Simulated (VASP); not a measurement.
Input:

```
CELL_PARAMETERS angstrom
      3.80900     0.00000     0.00000
      0.00000     3.80900     0.00000
      0.00000     0.00000     3.80900
ATOMIC_POSITIONS crystal
  Mo 0.00000 0.00000 0.00000
  Sb 0.50000 0.50000 0.50000
```

All values below come from r2SCAN meta-GGA, VASP's PBE PAW potentials (set 64) (plane waves; VASP). Run with 400 eV cut-off, 9×9×9 Γ-centred mesh, first-order Methfessel-Paxton smearing of 0.10 eV, potentials Mo_sv Sb.

Energy and stress use the plane-wave basis of the starting cell.

Problem. The ions, cell shape and volume are relaxed. Predict the relaxed structure.

Solution. 
```
CELL_PARAMETERS angstrom
      3.30514     0.00000     0.00000
      0.00000     3.30514     0.00000
      0.00000     0.00000     3.30514
ATOMIC_POSITIONS crystal
  Mo 0.00000 0.00000 0.00000
  Sb 0.50000 0.50000 0.50000
```
Space group Pm-3m (221), at a tolerance of 0.03 Å.

Problem. How do energy and volume change from the first to the last step?

Solution. The energy (σ→0) changes by -1207.1 meV/atom and the volume by -34.7 %, in 5 ionic steps.

The structure was generated: MoSb was put into the CsCl type type (Pm-3m), which need not be its known phase. This run relaxes it. Symmetry was kept, so distortions that lower it aren't found. The electron count is odd and the run is not spin-polarised, which forces a metal.
